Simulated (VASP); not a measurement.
Crystal: Zn.

```
CELL_PARAMETERS angstrom
2.67000 0.00000 0.00000
-1.33500 2.31229 0.00000
0.00000 0.00000 4.96600
ATOMIC_POSITIONS crystal
Zn 0.33333 0.66667 0.25000
Zn 0.66667 0.33333 0.75000
```

```yaml
Program: VASP 6.6.1
Task: relaxation of cell and atoms
Functional: PBEsol
Potentials_or_basis: VASP PAW PBE potentials, release 64 (Zn)
Cutoff: 600 eV
k_mesh: 21 × 21 × 9
Occupations: methfessel-paxton, width 0.1 eV
Spin: no spin polarisation
```

At the start: pressure -5.6 GPa; volume 15.33 Å³/atom.

**Question.** Where does the relaxation end?

**Answer.** Over 8 steps the energy falls by 20.7 meV/atom and the volume is 14.32 Å³/atom (-6.6 %); space group P6_3/mmc (No. 194, to 0.05 Å).

Step by step:
```tsv
step	energy change (eV)	largest force (eV/Å)	pressure (GPa)	volume (Å³)
1	0.0000	0.0000	-5.60	30.66
2	-0.0403	0.0000	0.74	28.34
3	-0.0412	0.0000	0.06	28.59
4	-0.0413	0.0000	-0.03	28.63
5	-0.0412	0.0000	-0.17	28.67
6	-0.0413	0.0000	-0.02	28.65
7	-0.0413	0.0000	-0.08	28.64
8	-0.0413	0.0000	-0.06	28.63
```

Final structure:
```yaml
crystal:
  lattice:
    - [2.60138, 0.00000, 0.00000]
    - [-1.30069, 2.25286, 0.00000]
    - [0.00000, 0.00000, 4.88551]
  atoms:
    - { symbol: Zn, position: [0.33333, 0.66667, 0.25000] }
    - { symbol: Zn, position: [0.66667, 0.33333, 0.75000] }
```

Caveat: the PAW data sets were made with another functional, which shifts forces and pressure a little.
